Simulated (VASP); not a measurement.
These are MS2 meta-GGA, VASP's PBE PAW potentials (set 64) (plane waves; VASP 6.6.1) values and carry that method's errors.

Input for VASP

File POSCAR:
```
Pt
1
    0.0000000000     1.9715234707     1.9715234707
    1.9715234707     0.0000000000     1.9715234707
    1.9715234707     1.9715234707     0.0000000000
Pt
1
Direct
  0.0000000000   0.0000000000   0.0000000000
```

### INCAR
```
# general
SYSTEM  = Pt
PREC    = Accurate
ENCUT   = 520
LREAL   = .FALSE.
LASPH   = .TRUE.

# electronic loop
EDIFF   = 1E-7
NELM    = 100
ALGO    = Normal
LMAXMIX = 6
LMIXTAU = .TRUE.

# smearing
ISMEAR  = 1
SIGMA   = 0.1

# functional
METAGGA = MS2

# ions
ISIF    = 2

# output
LWAVE   = .FALSE.
LCHARG  = .FALSE.
```

### KPOINTS
```
kpoints
0
G
 16 16 16
```

POTCAR, in this order: Pt (PBE.64 set). Program: vasp_std.

Unless said otherwise, spin-orbit coupling is left out, though it shifts the bands of the heavy elements here.

Q: What does the run give for the energy per atom (σ→0), pressure, band gap (on the k-mesh)?

A: 
```json
{
 "energy per atom (σ→0)": "12.064 eV/atom",
 "band gap (on the k-mesh)": "none (metal, semimetal or under 0.01 eV)",
 "pressure": "-8.18 GPa"
}
```

OSZICAR:
```
...
DAV:  13     0.120639005713E+02   -0.23340E-03   -0.50921E-04  2662   0.214E-01    0.128E-01
DAV:  14     0.120639080000E+02    0.74286E-05   -0.33399E-05  2670   0.643E-02    0.892E-02
DAV:  15     0.120639433212E+02    0.35321E-04   -0.74800E-05  2673   0.798E-02    0.401E-02
DAV:  16     0.120639470882E+02    0.37670E-05   -0.33147E-06  2836   0.199E-02    0.311E-02
DAV:  17     0.120639500666E+02    0.29784E-05   -0.10509E-05  2662   0.288E-02    0.172E-02
DAV:  18     0.120639487444E+02   -0.13223E-05   -0.50162E-06  2705   0.218E-02    0.222E-03
DAV:  19     0.120639486796E+02   -0.64731E-07   -0.90666E-08  1356   0.310E-03
   1 F= 0.12063949E+02 E0= 0.12064291E+02  d E =-.102757E-02
```

The compound is Pt in the fcc structure. This cell is one point of a volume scan, at 1.03 of the reference volume.
